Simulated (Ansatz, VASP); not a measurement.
**Y2AsN: VASP beside Ansatz**

One calculation is typed for both programs; each brings its own data sets and cutoff. How far apart do they land? The cell is invented: As first built, before any earlier steps moved the atoms (in the runner's words): it takes the DyN structure with some of its atoms replaced by other elements, volume scaled by an estimate. It may not be a known or stable phase. The cell is taken from a series of VASP runs on this material, whose earlier steps may have relaxed, scaled or displaced it; both programs get it as it stands.

Method: plane waves, with VASP 6.6.1 beside it; single point at LDA, in Ansatz 0.2.0.

**1. Starting point**

Symmetry: R-3m, No. 166, trigonal system. The conventional cell has a = 3.646 Å, b = 3.646 Å, c = 18.870 Å, α = 90.00°, β = 90.00°, γ = 120.00°. Nearest to Y lie 3 N at 2.48 Å and 3 As at 2.79 Å. Nearest to As lie 6 Y at 2.79 Å. Nearest to N lie 6 Y at 2.48 Å. As first built, before any earlier steps moved the atoms (in the runner's words): sites of the DyN structure (space group 225) filled with other elements, volume scaled by an estimate. Farther neighbours and most contacts between anions are not listed.

**2. VASP: single point, LDA**

A single point gives forces, pressure and levels at one fixed geometry, so differences don't come from the geometry; what else differs is listed under the comparison.

Lines of VASP's logs that name or quote its potential files are left out, and so is its time.

INCAR

```
SYSTEM = Y2AsN
PREC = Accurate
ENCUT = 520
EDIFF = 1E-06
NELM = 100
ISMEAR = -5
SIGMA = 0.05
LREAL = .FALSE.
ALGO = Normal
GGA = CA
NBANDS = 30
LORBIT = 11
LWAVE = .FALSE.
LCHARG = .FALSE.
KPAR = 2
NEDOS = 2001
```

POSCAR

```
Y2AsN
1.0
    1.8228089742      1.0523990237      6.2900976292
   -1.8228089742      1.0523990237      6.2900976292
    0.0000000000     -2.1047980475      6.2900976292
Y As N
2 1 1
Direct
    0.7635755708      0.7635755708      0.7635755708
    0.2364244292      0.2364244292      0.2364244292
    0.0000000000      0.0000000000      0.0000000000
    0.5000000000      0.5000000000      0.5000000000
```

KPOINTS

```
Automatic mesh
0
Gamma
13 13 13
0 0 0
```

The projector-augmented-wave data sets are Y_sv, As and N (LDA family, release 64).

Launch:

```sh
mpirun -np 2 vasp_std
```

Numbers of over 12 decimals in the logs are rounded to 6 here.

What it wrote:

```text
[banner, memory and clock lines left out]
running    2 mpi-ranks, on    1 nodes
 distrk:  each k-point on    1 cores,    2 groups
 distr:  one band on    1 cores,    1 groups

 POSCAR found type information on POSCAR Y AsN
 POSCAR found :  3 types and       4 ions
 LDA part: xc-table for (Slater(with rela. corr.)+CA(PZ))
 , standard interpolation
 POSCAR, INCAR and KPOINTS ok, starting setup
 FFT: planning ... GRIDC
 FFT: planning ... GRID_SOFT
 FFT: planning ... GRID
 WAVECAR not read
 entering main loop
       N       E                     dE             d eps       ncg     rms          rms(c)
DAV:   1     0.149186534657E+03    0.14919E+03   -0.15126E+04 13860   0.104E+03
DAV:   2    -0.262781799623E+02   -0.17546E+03   -0.16369E+03 16492   0.260E+02
DAV:   3    -0.386071878504E+02   -0.12329E+02   -0.12101E+02 21030   0.501E+01
DAV:   4    -0.392667707458E+02   -0.65958E+00   -0.65770E+00 18462   0.104E+01
DAV:   5    -0.392820359192E+02   -0.15265E-01   -0.15263E-01 18234   0.135E+00    0.448E+01
DAV:   6    -0.351926561781E+02    0.40894E+01   -0.10661E+01 14252   0.171E+01    0.394E+01
DAV:   7    -0.347873498900E+02    0.40531E+00   -0.13806E+00 17216   0.671E+00    0.242E+01
DAV:   8    -0.347164912148E+02    0.70859E-01   -0.53032E-01 18890   0.423E+00    0.388E+00
DAV:   9    -0.346958359856E+02    0.20655E-01   -0.50774E-02 16444   0.140E+00    0.103E+00
DAV:  10    -0.346948927470E+02    0.94324E-03   -0.18763E-02 17588   0.852E-01    0.854E-01
DAV:  11    -0.346945450314E+02    0.34772E-03   -0.34188E-03 16020   0.385E-01    0.228E-01
DAV:  12    -0.346945271660E+02    0.17865E-04   -0.25574E-04 16910   0.890E-02    0.164E-01
DAV:  13    -0.346944998891E+02    0.27277E-04   -0.79937E-05 17754   0.586E-02    0.221E-02
DAV:  14    -0.346945021123E+02   -0.22232E-05   -0.96110E-06 17864   0.152E-02    0.969E-03
DAV:  15    -0.346945024216E+02   -0.30929E-06   -0.29827E-07 10452   0.280E-03
   1 F= -.34694502E+02 E0= -.34694502E+02  d E =0.000000E+00
|                                                                             |
|           W    W    AA    RRRRR   N    N  II  N    N   GGGG   !!!           |
|           W    W   A  A   R    R  NN   N  II  NN   N  G    G  !!!           |
|           W    W  A    A  R    R  N N  N  II  N N  N  G       !!!           |
|           W WW W  AAAAAA  RRRRR   N  N N  II  N  N N  G  GGG   !            |
|           WW  WW  A    A  R   R   N   NN  II  N   NN  G    G                |
|           W    W  A    A  R    R  N    N  II  N    N   GGGG   !!!           |
|                                                                             |
|     Tetrahedron method does not include variations of the Fermi             |
|     occupations, so forces and stress will be inaccurate. We suggest        |
|     using a different smearing scheme ISMEAR = 1 or 2 for metals in         |
|     relaxations.                                                            |
|                                                                             |
```

OUTCAR, selected parts (step 2):

```text
ion  position               nearest neighbor table
   1  0.764  0.764  0.764-   4 2.48   4 2.48   4 2.48   3 2.79   3 2.79   3 2.79   2 3.37   2 3.37
                             2 3.37   2 4.22   2 4.22   2 4.22
   2  0.236  0.236  0.236-   4 2.48   4 2.48   4 2.48   3 2.79   3 2.79   3 2.79   1 3.37   1 3.37
                             1 3.37   1 4.22   1 4.22   1 4.22
   3  0.000  0.000  0.000-   1 2.79   2 2.79   1 2.79   1 2.79   2 2.79   2 2.79
   4  0.500  0.500  0.500-   2 2.48   1 2.48   2 2.48   2 2.48   1 2.48   1 2.48

  LATTYP: Found a trigonal (rhomboedric) cell.
 ALAT       =     6.6329107070
 COS(alpha) =     0.8489558150

 Subroutine GETGRP returns: Found 12 space group operations
 (whereof 12 operations were pure point group operations)

The static configuration has the point symmetry D_3d.

 Found    231 irreducible k-points:

   k-points           NKPTS =    231   k-points in BZ     NKDIM =    231   number of bands    NBANDS=     30

   dimension x,y,z NGX =    50 NGY =   50 NGZ =   50
   dimension x,y,z NGXF=   100 NGYF=  100 NGZF=  100

   ENCUT  =  520.0 eV  38.22 Ry    6.18 a.u.  12.33 12.33 12.33*2*pi/ulx,y,z

   NELECT =      32.0000    total number of electrons

 k-points in reciprocal lattice and weights: Automatic mesh
   0.00000000  0.00000000  0.00000000       0.000
   0.07692308  0.00000000  0.00000000       0.003
   0.15384615 -0.00000000  0.00000000       0.003
   0.23076923  0.00000000  0.00000000       0.003
   0.30769231 -0.00000000  0.00000000       0.003
   0.38461538  0.00000000  0.00000000       0.003
   0.46153846  0.00000000  0.00000000       0.003
   0.07692308  0.07692308  0.00000000       0.003
   0.15384615  0.07692308  0.00000000       0.005
[...]
0.46153846  0.46153846  0.46153846       0.001
  -0.46153846  0.46153846  0.46153846       0.003

 average (electrostatic) potential at core
       1 -34.8326       2 -34.8326       3 -51.8141       4 -62.8107

 E-fermi :   4.9052

 k-point     1 :       0.0000    0.0000    0.0000
  band No.  band energies     occupation
    ...
     10      -5.5643      2.00000
     11      -0.0115      2.00000
     12       1.8805      2.00000
     13       1.8805      2.00000
     14       4.3176      2.00000
     15       5.6843      0.00000
     16       5.6843      0.00000
     17       6.2912      0.00000
     18       6.6083      0.00000
     19       6.6083      0.00000
    ...

 k-point     2 :       0.0769    0.0000    0.0000
  band No.  band energies     occupation
    ...
     11       0.1058      2.00000
     12       1.8770      2.00000
     13       1.9094      2.00000
     14       4.1023      2.00000
     15       5.0340      0.82651
     16       5.4061     -0.00586
     17       6.3556      0.00000
     18       6.6784      0.00000
     19       6.9345      0.00000
     20       7.9247      0.00000
    ...

 k-point     3 :       0.1538   -0.0000    0.0000
  band No.  band energies     occupation
    ...
     12       1.8529      2.00000
     13       1.9832      2.00000
     14       3.5477      2.00000
     15       4.1099      2.03058
     16       4.9765      0.83451
     17       6.1387      0.00000
     18       7.1046      0.00000
     19       7.5190      0.00000
     20       7.7562      0.00000
     21       8.4733      0.00000
    ...

  Total        0.0648397      0.0648397     -0.1367430      0.0000000      0.0000000      0.0000000
  in kB        1.4348995      1.4348989     -3.0261151      0.0000000      0.0000000      0.0000000
  external PRESSURE =      -0.0521056 kB  Pullay stress =       0.0000000 kB

  energy-cutoff  :      520.00
  volume of cell :       72.40
      direct lattice vectors                 reciprocal lattice vectors
     1.822808974  1.052399024  6.290097629     0.274301919  0.158368321  0.052993348
    -1.822808974  1.052399024  6.290097629    -0.274301919  0.158368321  0.052993348
     0.000000000 -2.104798048  6.290097629     0.000000000 -0.316736642  0.052993348

 POSITION                                       TOTAL-FORCE (eV/Angst)
 -----------------------------------------------------------------------------------
      0.00000     -0.00000     14.40889         0.000000      0.000000     -0.064612
      0.00000     -0.00000      4.46140         0.000000     -0.000000      0.064612
      0.00000      0.00000      0.00000         0.000000      0.000000      0.000000
      0.00000     -0.00000      9.43515         0.000000     -0.000000     -0.000000
 -----------------------------------------------------------------------------------
    total drift:                                0.000000      0.000000      0.000000

  FREE ENERGIE OF THE ION-ELECTRON SYSTEM (eV)
  ---------------------------------------------------
  free  energy   TOTEN  =       -34.6945024216 eV

  energy  without entropy=      -34.6945024216  energy(sigma->0) =      -34.69450242

 total charge
# of ion       s       p       d       f       tot
--------------------------------------------------
    1        2.194   6.483   1.112   0.067   9.856
    2        2.194   6.483   1.112   0.067   9.856
    3        1.223   1.721   0.022   0.000   2.965
    4        1.232   2.339   0.000   0.000   3.571
--------------------------------------------------
tot          6.842  17.026   2.245   0.135  26.248

[... 3 further parts left out ...]
```

With tetrahedra the forces and stress of a metal are not exact derivatives of the energy.

**3. Ansatz: single point, LDA**

Ansatz runs on its default PAW (the set named soft_2) files.

The same cell, functional (in two slightly different forms), mesh and smearing now go to Ansatz, which takes its cutoff from its data sets.

input.yaml

```yaml
crystal:
  lattice:
    - [1.8228089742, 1.0523990237, 6.2900976292]
    - [-1.8228089742, 1.0523990237, 6.2900976292]
    - [0.0, -2.1047980475, 6.2900976292]
  atoms:
    - { symbol: "Y", position: [0.7635755708, 0.7635755708, 0.7635755708] }
    - { symbol: "Y", position: [0.2364244292, 0.2364244292, 0.2364244292] }
    - { symbol: As, position: [0.0, 0.0, 0.0] }
    - { symbol: "N", position: [0.5, 0.5, 0.5] }
hamiltonian:
  xc: lda
  pseudopotentials: { kind: paw }
kpoints:
  mp_grid: { grid: [13, 13, 13] }
scf:
  occupations: { method: tetrahedron }
output:
  forces: true
  stress: true
```

Launch:

```sh
ansatz run input.yaml --threads 2 --pin off --max-ram 4608MiB --backend cpu --events-out ev --progress --plain --runs-dir out
```

What it wrote:

```text
Warning: output.forces, output.stress, relax.cell or npt_langevin: where a Kohn–Sham band that disperses or a degenerate level is filled in part under the method tetrahedron, the forces or the stress that this run publishes need not agree with its energy (scf.occupations.method in the input reference, under Limitations); prefer a smearing scheme for the forces or the stress
basis.fft_grid_basis auto: the FFT boxes are laid along the combinations [[1, 0, -1], [0, 1, -1], [0, 0, 1]] of the cell's own vectors, 3.646, 3.646 and 6.633 Å long. The dense box has 25×25×45 points. Along the cell's own vectors, as sized, it would have 45×45×45, 3.24 times as many. Of the 12 symmetry operations that the crystal satisfies within crystal.symmetry.tolerance (time reversal apart; of a slab, those that [...]
Engine: ansatz 0.2.0, aarch64-unknown-linux-gnu
Pseudopotentials: kind: paw
Pseudopotential: Y, paw, valence charge 11, recommended cutoff 420 eV (normal), Y.paw.azcp
Pseudopotential: As, paw, valence charge 15, recommended cutoff 420 eV (normal), As.paw.azcp
Pseudopotential: N, paw, valence charge 5, recommended cutoff 420 eV (normal), N.paw.azcp
Functional definition: SPW92
  exchange = slater_x
  correlation = pw_c
Crystal: 4 atoms, lattice volume = 72.399 Å³
Basis set: ecut = 420 eV, 1395 PW (Γ), FFT grids on a1−a3, a2−a3, a3
Bands: 26, of which v1, the nominal top of the filled ones, is band 21 counted from 1 (20 counted from 0)
Symmetry: 12 space group operations
Space group: R-3m (ITA 166), of the structure as read, at distance tolerance 4.2e-5 Å
k-points: 231 of 2197
Non-local potential: Y, projectors of the file, l = 0: 3, l = 1: 2, l = 2: 2, l = 3: 1
Non-local potential: As, projectors of the file, l = 0: 2, l = 1: 2, l = 2: 3, l = 3: 1
Non-local potential: N, projectors of the file, l = 0: 2, l = 1: 2, l = 2: 1
PAW form: soft (Blöchl's): semilocal exchange-correlation on the pseudo side does not see the compensation charge
PAW frozen core: Y, regenerated for the run's functional, and the local potential with it (the file was generated under x = pbe(κ = 0.804, μ = 0.219515), c = pbe(β = 0.066725))
PAW frozen core: As, regenerated for the run's functional, and the local potential with it (the file was generated under x = pbe(κ = 0.804, μ = 0.219515), c = pbe(β = 0.066725))
PAW frozen core: N, regenerated for the run's functional, and the local potential with it (the file was generated under x = pbe(κ = 0.804, μ = 0.219515), c = pbe(β = 0.066725))
PAW one-centre angular grid: Y, 590 points (default); XC on 64 Gauss nodes
PAW one-centre angular grid: As, 590 points (default); XC on 64 Gauss nodes
PAW one-centre angular grid: N, 110 points (default); XC on 64 Gauss nodes
Initial density: superposition of atomic densities (neutral atoms: chi_scale 0, normalization atom), corrected by the library's trained network
Initial wavefunctions: pseudopotential atomic-orbital guess
Functional: x = slater, c = lda
SCF iter   1: F=—  HF=-12644.977366 eV  |F-HF|=—  |Δ(HF+E_count)|=         —  Δρ=1.16e-2  dr2=1.47e-1  ethr=1.77e-3  ⟨swp⟩=6.6  Hψ=24912  notcnv=0
preconditioner: auto → Kerker (q_TF=auto, 2.492 Å⁻¹)  [metal: no gap  n_scr=22 (ndim 8)  ℏωp=23.1 eV  f_vac=0.000]
SCF iter   2: F=—  HF=-12644.951825 eV  |F-HF|=—  |Δ(HF+E_count)|=   2.55e-2  Δρ=4.12e-3  dr2=8.79e-3  ethr=3.51e-4  ⟨swp⟩=2.0  Hψ=10307  notcnv=0  defer=113
SCF iter   3: F=—  HF=-12644.950542 eV  |F-HF|=—  |Δ(HF+E_count)|=   1.28e-3  Δρ=2.04e-3  dr2=4.37e-3  ethr=2.09e-5  ⟨swp⟩=2.0  Hψ=8654  notcnv=0  defer=165
SCF iter   4: F=—  HF=-12644.949873 eV  |F-HF|=—  |Δ(HF+E_count)|=   6.69e-4  Δρ=3.87e-4  dr2=2.77e-4  ethr=1.04e-5  ⟨swp⟩=2.1  Hψ=7785  notcnv=0  defer=165
SCF iter   5: F=—  HF=-12644.949843 eV  |F-HF|=—  |Δ(HF+E_count)|=   3.07e-5  Δρ=1.06e-4  dr2=3.40e-5  ethr=6.59e-7  ⟨swp⟩=3.1  Hψ=10504  notcnv=0  defer=165
SCF iter   6: F=—  HF=-12644.949859 eV  |F-HF|=—  |Δ(HF+E_count)|=   1.67e-5  Δρ=6.89e-5  dr2=5.52e-6  ethr=8.10e-8  ⟨swp⟩=2.6  Hψ=11421  notcnv=0  defer=165
SCF iter   7: F=—  HF=-12644.949863 eV  |F-HF|=—  |Δ(HF+E_count)|=   3.28e-6  Δρ=1.57e-5  dr2=4.75e-7  ethr=1.31e-8  ⟨swp⟩=2.5  Hψ=11385  notcnv=0  defer=165
SCF iter   8: F=-12644.949866 eV  HF=-12644.949866 eV  |F-HF|=8.61e-9  |Δ(HF+E_count)|=   3.19e-6  Δρ=4.32e-6  dr2=1.94e-8  ethr=2.38e-10  ⟨swp⟩=5.6  Hψ=21815  notcnv=0
SCF 1 converged in 8 iterations: F = -12644.949866 eV  dr2 = 1.94e-8
  greatest PAW one-centre occupation: 0.999 electrons in one spin orbital (limit 2), on the As atom at site 2 (counted from 0), in its partial waves of l = 2
SCF converged after 8 iterations
Stability not checked: this state was not tested for a lower state beside it, because cold or Methfessel-Paxton smearing, or corrected tetrahedra, fill the levels in a way that the test cannot read (fill_not_monotonic; see scf.lower_state_search)
Free energy (F): -12644.949866 eV
Harris-Foulkes:  -12644.949866 eV  (|F-HF|=8.61e-9)
Internal energy: -12644.949858 eV  (E = F + TS)
E sigma→0 (E₀):  -12644.949866 eV
Entropy (-TS):   -0.000008 eV (-0.002 meV/atom)
Fermi energy:    12.314953 eV
--- Per-component energies (eV) ---
  E_band       = -334.103038
  E_kinetic    = 850.970007
  E_local      = -2826.264663  (includes V_loc(G=0)·N_el)
  E_nonlocal   = -511.689008
  E_hartree    = 1308.738655
  E_xc         = -486.998875
  E_vxc        = -559.364872  (∫ρ·V_xc dr)
  E_paw        = -7319.726787  (= ΣΔE_a)
  E_vpaw       = 94.766262  (= ΣTr[D̂ρ^β])
  E_aug_tail   = 0.000098  (compensation charges beyond the density's cutoff)
  E_ewald      = -3662.793730
  E_core_change = 2.814446  (= ΣΔE_core)
  E_smearing   = -0.000008  (= −TS)
  E_closure    = 0.000000  (closes the sum)
  Σ components = -12644.949866   (vs F -12644.949866, Δ=0.00e0)
--- Forces (eV/Å), atoms counted from 1 ---
  atom   1  Y      0.00000000     0.00000000    -0.08814774
  atom   2  Y     -0.00000000    -0.00000000     0.08814774
  atom   3  As    -0.00000000     0.00000000    -0.00000000
  atom   4  N      0.00000000     0.00000000    -0.00000000
  max |Σ_I F_I| component: 1.39e-17 eV/Å
--- Stress (GPa, compression-positive) ---
       -0.035572       0.000000      -0.000000
        0.000000      -0.035572       0.000000
       -0.000000       0.000000      -0.575183
  P = ⅓ Tr σ = -0.2154 GPa (-2.154 kbar)
--- Band table (eV; the first three rows and the last of 231) ---
  k-point 0: bands = [... 17 lower, 9.2881, 11.7195, 13.0863, 13.0863, 13.7093, 14.0267, 14.0267, 15.3908, ... 1 higher]
  k-point 1: bands = [... 17 lower, 9.3169, 11.5057, 12.4387, 12.8110, 13.7739, 14.0937, 14.3506, 15.3305, ... 1 higher]
  k-point 2: bands = [... 17 lower, 9.3902, 10.9545, 11.5150, 12.3833, 13.5564, 14.5186, 14.9352, 15.1663, ... 1 higher]
  k-point 230: bands = [... 17 lower, 9.4605, 9.9207, 11.7994, 12.1667, 14.1247, 14.6634, 14.7706, 15.0638, ... 1 higher]
```

The job ended after 11 s (2 threads of Arm Neoverse V2, shared host; peak memory 0.56 GiB).

The column dr2 measures how far the density is from self-consistency, as an energy; F and HF (Harris–Foulkes) agree once it is small.

The run ends at a pressure of -0.22 GPa, with forces up to 0.088 eV/Å.

**4. Comparison**

Known differences besides the potentials themselves: the two LDA forms differ slightly; the data sets hold 42 valence electrons in Ansatz (default PAW (the set named soft_2) files) and 32 in VASP; the cutoff is 420 eV in Ansatz and 520 eV in VASP; VASP's log shows a relativistic correction to its local exchange, Ansatz's none. Total energies have different zeros and are not compared.

The two programs side by side:

| quantity | Ansatz | VASP | difference |
| --- | --- | --- | --- |
| pressure (GPa) | -0.22 | -0.01 | -0.21 |
| pressure without Ansatz's Pulay correction (GPa) | -0.39 | -0.01 | -0.38 |

Forces (eV/Å; atoms numbered as in POSCAR):

| atom | Ansatz x, y, z | VASP x, y, z |
| --- | --- | --- |
| Y1 | 0.000, 0.000, -0.088 | 0.000, 0.000, -0.065 |
| Y2 | 0.000, 0.000, 0.088 | 0.000, 0.000, 0.065 |
| As3 | 0.000, 0.000, 0.000 | 0.000, 0.000, 0.000 |
| N4 | 0.000, 0.000, 0.000 | 0.000, 0.000, 0.000 |

The forces differ by 9.6 meV/Å r.m.s., which is 36.4 % of the r.m.s. force of 0.03 eV/Å (both taken over all components). Ansatz's pressure holds a Pulay correction of 0.17 GPa; VASP's holds none.

**5. Summary of results**

```
difference in pressure (single point, LDA)  : -0.21 GPa
r.m.s. force difference (single point, LDA) : 9.6 meV/Å
```

**Reading.** The r.m.s. force difference is 9.6 meV/Å (single point, LDA), within the 12 meV/Å picked in this series as the mark of a large difference. Such differences can come from data sets, numerical settings and the points named under the comparisons, not from the functional's error against experiment.

[Lines on the potential files, build, host, timing and source positions are cut from VASP's logs without a mark.]

[Logs are printed without paths, hosts, clocks, repeated set-up lines and the standing remarks that a program may print on its own settings, such as how far it seeks lower states.]

[Hosts, paths, dates, database ids (printed as entryN), source tags and the programs' standing remarks are cut or masked in the printed files.]
